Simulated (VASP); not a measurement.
VASP ran on this input.

POSCAR:
```
TlI
1
    5.5713380000     0.0000000000     0.0000000000
   -2.7856690000     4.8249210000     0.0000000000
    0.0000000000     0.0000000000     9.1245660000
Tl I
2 2
Direct
  0.6666670000   0.3333330000   0.0000000000
  0.3333330000   0.6666670000   0.5000000000
  0.6666670000   0.3333330000   0.6252000000
  0.3333330000   0.6666670000   0.1252000000
```

INCAR:
```
SYSTEM=TlI
PREC=Accurate; ENCUT=300; LREAL=.False.
LASPH=.True.
EDIFF=1E-6; NELM=100; ALGO=Normal
LMAXMIX=4
ISMEAR=-1; SIGMA=0.1
GGA=PE
ISIF=2
LWAVE=.False.; LCHARG=.False.
```

KPOINTS:
```
Automatic mesh
0
Gamma
 3 3 2
0 0 0
```

POTCAR, in this order: Tl_d I (PBE.64 set). Program: vasp_std.

Question: Translate this PBE calculation to Quantum ESPRESSO's pw.x.

Answer: One equivalent input (not run):
```
&CONTROL
  calculation = 'scf'
  pseudo_dir = './pseudo'
  outdir = './out'
  tprnfor = .true.
  tstress = .true.
/
&SYSTEM
  ibrav = 0
  nat = 4
  ntyp = 2
  ecutwfc = 70
  occupations = 'smearing'
  smearing = 'fermi-dirac'
  degauss = 0.00735
  input_dft = 'pbe'
/
&ELECTRONS
  conv_thr = 7.3e-08
  electron_maxstep = 100
/
ATOMIC_SPECIES
  Tl 204.380 Tl.upf
  I 126.904 I.upf
CELL_PARAMETERS angstrom
     5.5713380    0.0000000    0.0000000
    -2.7856690    4.8249210    0.0000000
     0.0000000    0.0000000    9.1245660
ATOMIC_POSITIONS crystal
  Tl   0.6666670  0.3333330  0.0000000
  Tl   0.3333330  0.6666670  0.5000000
  I    0.6666670  0.3333330  0.6252000
  I    0.3333330  0.6666670  0.1252000
K_POINTS automatic
  3 3 2 0 0 0
```
Limits of the translation: the potentials are each code's own (VASP's PAW set, PseudoDojo norm-conserving files in pw.x), so ENCUT and ecutwfc are chosen apart and not converted; conv_thr bounds pw.x's estimated SCF error, while EDIFF bounds the energy change between steps.

The structure was generated: TlI was put into an ordered model structure, which need not be its known phase. The cell was not relaxed at this level. The k-mesh is coarse (spacing up to 0.43 per Å, 2π included), so the numbers may not be converged in it.
